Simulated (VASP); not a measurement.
Data:

```
VN
1.0
    0.00000     2.03493     2.03493
    2.03493     0.00000     2.03493
    2.03493     2.03493     0.00000
V N
1 1
Direct
  0.00000   0.00000   0.00000
  0.50000   0.50000   0.50000
```

All values below come from AM05 GGA, VASP's PBE PAW potentials (set 64) (plane waves; VASP). Settings: 520 eV cut-off, 17×17×17 Γ-centred mesh, tetrahedra with Blöchl corrections, potentials V_sv N.

**Question.** What does the run give for the energy per atom (σ→0), band gap (on the k-mesh) with the smallest direct gap where there is one?

**Answer.** 
The band gap (on the k-mesh) comes out as none (metal, semimetal or under 0.01 eV) and the energy per atom (σ→0) is -10.040 eV/atom.

Total energies compare only between runs with the same potentials, cut-off and functional.

The compound is VN in the rock salt structure, which distorts at low temperature. It was relaxed first. The run is not spin-polarised, so no magnetic state was tried. VASP warned that the highest band is occupied, so more bands are needed.
